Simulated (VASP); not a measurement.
A convergence study with VASP on TiCo (CsCl type): one setting is varied, all else stays as given below, so the limit is that of these other settings.

```xyz
2
Lattice="2.9900 0.0000 0.0000 0.0000 2.9900 0.0000 0.0000 0.0000 2.9900" Properties=species:S:1:pos:R:3 pbc="T T T"
Ti     0.0000     0.0000     0.0000
Co     1.4950     1.4950     1.4950
```

Level of theory: PBE GGA, VASP's PBE PAW potentials (set 64) (plane waves; VASP 6.6.1). The tightest run used: 550 eV cut-off, 22×22×22 Γ-centred mesh, tetrahedra with Blöchl corrections, potentials Ti_sv Co.

The reference is 22×22×22 mesh, which took about 4 core-minutes. The timings are rough (shared machines, no repeats); factors under 2 mean little.

Problem. Of the settings 3×3×3 mesh; 4×4×4 mesh; 5×5×5 mesh; 6×6×6 mesh; 7×7×7 mesh; 8×8×8 mesh; 9×9×9 mesh; 10×10×10 mesh; 11×11×11 mesh; 12×12×12 mesh; 13×13×13 mesh; 14×14×14 mesh; 15×15×15 mesh; 16×16×16 mesh; 17×17×17 mesh; 18×18×18 mesh; 19×19×19 mesh; 20×20×20 mesh; 21×21×21 mesh; 22×22×22 mesh, which is the lowest that keeps the difference from the reference in E (eV/atom) within 0.001 from there on, and what does it cost?

Solution. 13×13×13 mesh; its cost over the reference is about 1/3.
```json
[
 {"setting": "3×3×3 mesh", "difference in E (eV/atom)": "0.0459", "cost over the reference": "about 1/20"},
 {"setting": "4×4×4 mesh", "difference in E (eV/atom)": "0.0359", "cost over the reference": "about 1/20"},
 {"setting": "5×5×5 mesh", "difference in E (eV/atom)": "0.0161", "cost over the reference": "about 1/30"},
 {"setting": "6×6×6 mesh", "difference in E (eV/atom)": "0.0072", "cost over the reference": "about 1/10"},
 {"setting": "7×7×7 mesh", "difference in E (eV/atom)": "0.0067", "cost over the reference": "about 1/10"},
 {"setting": "8×8×8 mesh", "difference in E (eV/atom)": "0.0008", "cost over the reference": "about 1/6"},
 {"setting": "9×9×9 mesh", "difference in E (eV/atom)": "0.0005", "cost over the reference": "about 1/8"},
 {"setting": "10×10×10 mesh", "difference in E (eV/atom)": "0.0001", "cost over the reference": "about 1/6"},
 {"setting": "11×11×11 mesh", "difference in E (eV/atom)": "0.0003", "cost over the reference": "about 1/4"},
 {"setting": "12×12×12 mesh", "difference in E (eV/atom)": "0.0016", "cost over the reference": "about 1/3"},
 {"setting": "13×13×13 mesh", "difference in E (eV/atom)": "0.0000", "cost over the reference": "about 1/3"},
 {"setting": "14×14×14 mesh", "difference in E (eV/atom)": "0.0005", "cost over the reference": "about 1/2"},
 {"setting": "15×15×15 mesh", "difference in E (eV/atom)": "0.0001", "cost over the reference": "about 1/3"},
 {"setting": "16×16×16 mesh", "difference in E (eV/atom)": "0.0002", "cost over the reference": "within a factor of 2"},
 {"setting": "17×17×17 mesh", "difference in E (eV/atom)": "0.0002", "cost over the reference": "within a factor of 2"},
 {"setting": "18×18×18 mesh", "difference in E (eV/atom)": "0.0002", "cost over the reference": "within a factor of 2"},
 {"setting": "19×19×19 mesh", "difference in E (eV/atom)": "0.0002", "cost over the reference": "within a factor of 2"},
 {"setting": "20×20×20 mesh", "difference in E (eV/atom)": "0.0000", "cost over the reference": "within a factor of 2"},
 {"setting": "21×21×21 mesh", "difference in E (eV/atom)": "0.0002", "cost over the reference": "within a factor of 2"},
 {"setting": "22×22×22 mesh", "difference in E (eV/atom)": "0.0000", "cost over the reference": "reference"}
]
```

Left out are rungs that failed or repeat a setting and relaxations that didn't move; long series are thinned to 24 rows.

The compound is TiCo in the CsCl type structure. The cell was not relaxed at this level. The run is not spin-polarised, so no magnetic state was tried. The electron count is odd and the run is not spin-polarised, which forces a metal.
